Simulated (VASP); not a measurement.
Wanted: the native input for a VASP 6.6.1 run.

```yaml
Task: single point
Functional: LDA
Potentials_or_basis: VASP PAW LDA potentials, release 64 (Mg, Au)
Cutoff: 520 eV
k_mesh: 14 × 14 × 14
Occupations: gaussian, width 0.1 eV
Spin: no spin polarisation
Dipole_correction: no
Further_INCAR_settings: ALGO = Fast; EDIFF = 1e-06; NBANDS = 14
```

The structure of MgAu lies in POSCAR:

```
MgAu
1.0
    3.2196422099      0.0000000000      0.0000000000
    0.0000000000      3.2196422099      0.0000000000
    0.0000000000      0.0000000000      3.2196422099
Mg Au
1 1
Direct
    0.5000000000      0.5000000000      0.5000000000
    0.0000000000      0.0000000000      0.0000000000
```

These files were run (other wordings do the same):

INCAR

```
SYSTEM = MgAu
PREC     = Accurate       ! precision mode
ENCUT    = 520            ! plane-wave cutoff, eV
EDIFF    = 1E-6           ! SCF threshold, eV
ISMEAR   = 0              ! smearing method
SIGMA    = 0.1            ! smearing width, eV
LREAL    = .False.        ! projectors in reciprocal space
LASPH    = .True.         ! aspherical terms in the spheres
NELM     = 60             ! most SCF steps
ALGO     = Fast           ! electronic algorithm
ISIF     = 2              ! what is computed and relaxed
LWAVE    = .False.        ! write WAVECAR
LCHARG   = .False.        ! write CHGCAR
GGA      = CA             ! functional
NBANDS   = 14             ! bands
```

KPOINTS

```
Automatic mesh
0
Gamma
  14 14 14
  0 0 0
```

Potentials or basis: VASP PAW LDA potentials, release 64 (Mg, Au).

Run with:

```sh
$ cat potpaw_LDA.64/Mg/POTCAR potpaw_LDA.64/Au/POTCAR > POTCAR
$ mpirun -np 1 vasp_std > vasp.out
```

It gave:

| Item | Value |
| --- | --- |
| Pressure | -0.4 GPa |
| Band gap on the k mesh | none (metal or under the smearing width) |

Wall time 25 s on 1 thread of Intel(R) Xeon(R) Platinum 8488C (Sapphire Rapids) (shared host), peak memory 0.17 GiB.
